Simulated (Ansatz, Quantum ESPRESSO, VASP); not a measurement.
**Code comparison for BaS (Fm-3m, 2 atoms in the cell)**

Self-consistent single point.

```
CELL_PARAMETERS angstrom
      0.00000     3.19500     3.19500
      3.19500     0.00000     3.19500
      3.19500     3.19500     0.00000
ATOMIC_POSITIONS crystal
  Ba 0.00000 0.00000 0.00000
  S  0.50000 0.50000 0.50000
```

Shared settings, as Ansatz (a program for electronic structure) writes them: kpoints.mp_grid.grid = 7 7 7; scf.occupations.method = fermi_dirac; scf.occupations.width = 0.0007 Ry. Potentials and cutoffs stand in the table.

```csv
code,model,pressure (GPa),gap on the mesh (eV),cutoff
Ansatz,"LDA (PW92), default PAW files made with PBE",-2.52,2.067,default
VASP,"LDA (PZ), VASP's LDA PAW potentials (set 64)",–,1.965,300 eV
Quantum ESPRESSO,"LDA (PZ), PSlibrary PAW (LDA) pseudopotentials",-2.26,2.006,45 Ry
```

A dash marks a value that a program does not give, or that is left out as unsure.

Gaps are read on the mesh.

The spread over the programs that give each value: pressure within 0.26 GPa; gap on the mesh within 0.102 eV.

Ansatz's pressure is given at a fixed set of plane waves, as the other plane-wave codes print theirs. The same LDA comes in different parametrisations, which differ slightly.

VASP's run is marked for a possible Pulay error in its stress at this cutoff; no cutoff test was made.

The starting cell has typed, rounded lattice constants, without a prior relaxation at this level.

Left out of this page: ABINIT, GPAW, CP2K, Elk, FLEUR and SIESTA (not drawn, or without a comparable value).

Keys are those of Ansatz 0.2.
